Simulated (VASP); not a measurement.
An input for Quantum ESPRESSO's pw.x (written as the equivalent of a VASP run, and not itself run):

```
&CONTROL
  calculation = 'vc-relax'
  pseudo_dir = './pseudo'
  outdir = './out'
  tprnfor = .true.
  tstress = .true.
  nstep = 40
  forc_conv_thr = 0.00078
/
&SYSTEM
  ibrav = 0
  nat = 2
  ntyp = 1
  ecutwfc = 84
  occupations = 'smearing'
  smearing = 'methfessel-paxton'
  degauss = 0.00735
  input_dft = 'pbe'
/
&ELECTRONS
  conv_thr = 7.3e-08
  electron_maxstep = 100
/
&IONS
/
&CELL
  press = 450
/
ATOMIC_SPECIES
  Tc 97.907 Tc.upf
CELL_PARAMETERS angstrom
     1.3230919   -2.2916628    0.0000000
     1.3230919    2.2916628   -0.0000000
     0.0000000   -0.0000000    4.2330438
ATOMIC_POSITIONS crystal
  Tc   0.3333330  0.6666670  0.2500000
  Tc   0.6666670  0.3333330  0.7500000
K_POINTS automatic
  16 16 9 0 0 0
```

Q: Write the VASP files for the same calculation (PBE).

A: This is not unique; one that fits is 
**INCAR**
```
# general
SYSTEM  = Tc
PREC    = Accurate
ENCUT   = 500
LREAL   = .False.
LASPH   = .True.

# electronic loop
EDIFF   = 1E-6
NELM    = 100
ALGO    = Normal
LMAXMIX = 4

# smearing
ISMEAR  = 1
SIGMA   = 0.1

# functional
GGA     = PE

# ions
IBRION  = 2
NSW     = 40
ISIF    = 3
EDIFFG  = -0.02
PSTRESS = 450

# output
LWAVE   = .False.
LCHARG  = .False.
```

### POSCAR
```
Tc
1.0
  1.3230918557  -2.2916628447   0.0000000000
  1.3230918557   2.2916628447   0.0000000000
  0.0000000000   0.0000000000   4.2330437616
Tc
2
Cart
  1.3230918557   0.7638891427   1.0582609404
  1.3230918557  -0.7638891427   3.1747828212
```

File KPOINTS:
```
Automatic mesh
0
Gamma
16 16 9
0 0 0
```

POTCAR, in this order: Tc_pv (PBE.64 set). Program: vasp_std.

The two are equivalent in intent, not identical: the potentials are each code's own (VASP's PAW set, PseudoDojo norm-conserving files in pw.x), so ENCUT and ecutwfc are chosen apart and not converted; conv_thr bounds pw.x's estimated SCF error, while EDIFF bounds the energy change between steps; forc_conv_thr acts on force components and is met together with etot_conv_thr.

The compound is Tc in the hcp structure. This run relaxes it under an external pressure of 45 GPa. Symmetry was kept, so distortions that lower it aren't found.
